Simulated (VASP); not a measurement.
A convergence study with VASP on AlP (space group F-43m): one setting is varied, all else stays as given below, so the limit is that of these other settings.

```
CELL_PARAMETERS angstrom
      0.00000     2.74365     2.74365
      2.74365     0.00000     2.74365
      2.74365     2.74365     0.00000
ATOMIC_POSITIONS crystal
  Al 0.00000 0.00000 0.00000
  P  0.25000 0.25000 0.25000
```

Level of theory: PBE GGA, VASP's PBE PAW potentials (set 64) (plane waves; VASP). The tightest run used: 450 eV cut-off, 8×8×8 Γ-centred mesh, Gaussian smearing of 0.010 eV, potentials Al P.

### Question
The settings run are ENCUT = 150; ENCUT = 180; ENCUT = 210; ENCUT = 255; ENCUT = 360; ENCUT = 450. From which on does the highest Γ mode stay within 5 cm⁻¹ of the tightest run?

### Answer
From ENCUT = 180 on: it is off by 2.1 there and by no more than 5 in any finer run, while ENCUT = 150 is off by 8.7.
| setting | mean ε∞ | highest Γ mode (cm⁻¹) | plane waves | difference judged (cm⁻¹) |
|---|---|---|---|---|
| ENCUT = 150 | 8.31 | 440.4 | 190 | 8.7 |
| ENCUT = 180 | 8.29 | 433.8 | 259 | 2.1 |
| ENCUT = 210 | 8.31 | 431.7 | 302 | 0.0 |
| ENCUT = 255 | 8.32 | 432.5 | 392 | 0.8 |
| ENCUT = 360 | 8.33 | 431.8 | 652 | 0.1 |
| ENCUT = 450 | 8.33 | 431.7 | 934 | 0.0 |

Left out are rungs that failed or repeat a setting and relaxations that didn't move; long series are thinned to 24 rows.

The structure is a typed AlP crystal (space group no. 216). The cell was not relaxed at this level.
